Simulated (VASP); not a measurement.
Output of a VASP run:

OSZICAR:
```
       N       E                     dE             d eps       ncg     rms          rms(c)
DAV:   1     0.146581337198E+03    0.14658E+03   -0.10559E+04  4652   0.168E+03
DAV:   2    -0.144390483238E+02   -0.16102E+03   -0.15633E+03  4646   0.312E+02
DAV:   3    -0.214106686557E+02   -0.69716E+01   -0.66750E+01  6400   0.876E+01
DAV:   4    -0.215722180797E+02   -0.16155E+00   -0.16071E+00  7050   0.117E+01
DAV:   5    -0.215740056569E+02   -0.17876E-02   -0.17867E-02  6660   0.125E+00    0.197E+01
DAV:   6    -0.263828640375E+02   -0.48089E+01   -0.14999E+02  6236   0.295E+02    0.169E+01
DAV:   7    -0.175195435191E+02    0.88633E+01   -0.36018E+01  6490   0.128E+02    0.473E+00
DAV:   8    -0.170071830700E+02    0.51236E+00   -0.55028E+00  7124   0.518E+01    0.163E+00
DAV:   9    -0.169753688868E+02    0.31814E-01   -0.33188E-01  7146   0.104E+01    0.456E-01
DAV:  10    -0.169834664120E+02   -0.80975E-02   -0.34746E-02  6946   0.425E+00    0.692E-01
DAV:  11    -0.169733258432E+02    0.10141E-01   -0.48582E-02  6714   0.538E+00    0.626E-02
DAV:  12    -0.169734525292E+02   -0.12669E-03   -0.13527E-03  5218   0.284E-01    0.460E-02
DAV:  13    -0.169734619137E+02   -0.93845E-05   -0.53255E-05  7232   0.830E-02    0.423E-02
DAV:  14    -0.169734269007E+02    0.35013E-04   -0.34941E-04  6680   0.447E-01    0.153E-02
DAV:  15    -0.169734220014E+02    0.48992E-05   -0.30744E-05  7282   0.128E-01    0.188E-03
DAV:  16    -0.169734220346E+02   -0.33187E-07   -0.35836E-07  2762   0.853E-03
   1 F= -.16973422E+02 E0= -.16973608E+02  d E =-.169734E+02
       N       E                     dE             d eps       ncg     rms          rms(c)
DAV:   1    -0.169750785264E+02   -0.16565E-02   -0.33268E-02  7170   0.250E+00    0.252E-01
DAV:   2    -0.169747099232E+02    0.36860E-03   -0.10927E-02  6546   0.259E+00    0.185E-01
DAV:   3    -0.169740269677E+02    0.68296E-03   -0.39958E-03  6472   0.161E+00    0.897E-02
DAV:   4    -0.169738766265E+02    0.15034E-03   -0.29839E-04  7044   0.372E-01    0.104E-02
DAV:   5    -0.169738765631E+02    0.63376E-07   -0.26092E-05  6894   0.839E-02    0.414E-03
DAV:   6    -0.169738765556E+02    0.75106E-08   -0.58862E-07  2782   0.126E-02
   2 F= -.16973877E+02 E0= -.16974116E+02  d E =-.454521E-03
       N       E                     dE             d eps       ncg     rms          rms(c)
DAV:   1    -0.169742281998E+02   -0.35164E-03   -0.75998E-03  7164   0.119E+00    0.120E-01
DAV:   2    -0.169741429132E+02    0.85287E-04   -0.24582E-03  6544   0.123E+00    0.875E-02
DAV:   3    -0.169739899144E+02    0.15300E-03   -0.89742E-04  6464   0.764E-01    0.427E-02
DAV:   4    -0.169739556915E+02    0.34223E-04   -0.67210E-05  7026   0.176E-01    0.510E-03
DAV:   5    -0.169739556269E+02    0.64649E-07   -0.60887E-06  5174   0.427E-02
   3 F= -.16973956E+02 E0= -.16974212E+02  d E =-.533592E-03
```

File OUTCAR:
```
------------------------ aborting loop because EDIFF is reached ----------------------------------------
  FORCE on cell =-STRESS in cart. coord.  units (eV):
  Direction    XX          YY          ZZ          XY          YZ          ZX
  --------------------------------------------------------------------------------------
  Total       -0.0188676     -0.0188676     -0.0188676      0.0002286     -0.0002286     -0.0002286
  in kB       -0.5607372     -0.5607372     -0.5607372      0.0067939     -0.0067939     -0.0067939
  external PRESSURE =      -0.5607372 kB  Pullay stress =       0.0000000 kB
  volume of cell :       53.91
      direct lattice vectors                 reciprocal lattice vectors
     0.000000000  1.940357909  1.940357909    -0.264907874  0.250460964  0.264907874
     1.940357909  0.000000000  1.940357909     0.250460964 -0.264907874  0.264907874
     7.360047042  7.360047042  0.401384594     0.069838696  0.069838696 -0.069838696
 POSITION                                       TOTAL-FORCE (eV/Angst)
 -----------------------------------------------------------------------------------
      1.96825      1.96825      3.85282         0.008019      0.008019     -0.008019
      1.81212      1.81212      0.12824        -0.008019     -0.008019      0.008019
      3.60381      3.60381      0.27690        -0.008985     -0.008985      0.008985
      7.53661      7.53661      4.10554         0.008985      0.008985     -0.008985
 -----------------------------------------------------------------------------------
    total drift:                                0.000000      0.000000      0.000000
  FREE ENERGIE OF THE ION-ELECTRON SYSTEM (eV)
  ---------------------------------------------------
  free  energy   TOTEN  =       -16.9739556269 eV

  energy  without entropy=      -16.9747243309  energy(sigma->0) =      -16.97421186

 reached required accuracy - stopping structural energy minimisation
```
(Selected blocks of OUTCAR.)

**POSCAR**
```
Al2Cu2
1
    0.0000000000     1.9419436001     1.9419436001
    1.9419436001     0.0000000000     1.9419436001
    7.3482137796     7.3482137796     0.4195606208
Cu Al
2 2
Direct
  0.9921339819   0.9921339819   0.0058995136
  0.0078660181   0.0078660181   0.2441004864
  0.0207107571   0.0207107571   0.4844669322
  0.9792892429   0.9792892429   0.7655330678
```

### Question
Reconstruct the remaining input files.

### Answer
This is not unique; one that fits is the input of the run itself, PBEsol GGA, plane waves, VASP's PBE PAW potentials (set 64).

### INCAR
```
SYSTEM = Al2Cu2
PREC = Accurate
ENCUT = 400
EDIFF = 1E-6
NELM = 100
ALGO = Normal
LREAL = .FALSE.
LASPH = .TRUE.
ISMEAR = 1
SIGMA = 0.1
GGA = PS
LMAXMIX = 4
LWAVE = .FALSE.
LCHARG = .FALSE.
IBRION = 2
ISIF = 3
NSW = 60
EDIFFG = -0.02
```

File KPOINTS:
```
Automatic mesh
0
Gamma
12 12 4
0 0 0
```

POTCAR, in this order: Cu Al (PBE.64 set). Program: vasp_std.

The structure was generated: Al2Cu2 was put into an ordered model structure (R-3m), which need not be its known phase. This run relaxes it. Symmetry was kept, so distortions that lower it aren't found. The start is the result of an earlier pass.
